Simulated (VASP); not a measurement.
Method: r2SCAN meta-GGA, VASP's PBE PAW potentials (set 64) (plane waves; VASP). For the first row: Numerical set-up: 520 eV cut-off, 9×9×9 Γ-centred mesh, Gaussian smearing of 0.050 eV, potentials K_sv F.

```csv
system,energy (eV/atom)
KF (rock salt),-7.4865
K atom,-5.1717
F atom,-2.2509
```

Atoms are spin-polarised in a large box without symmetry, with the spin fixed by Hund's rule, and may not be in the lowest state of each functional; no zero-point energy is added.

What is the cohesive energy per atom of KF?

The references average (1×(-5.1717) + 1×(-2.2509))/2 = -3.7113 eV, so the cohesive energy is -3.7113 − (-7.4865) = 3.775 eV/atom. Measured: 3.850 eV/atom at 0 K (as given by Klaus Doll et al., Physical review. B, Condensed matter (1997), arXiv:cond-mat/9707218; zero-point energy (Debye) added).
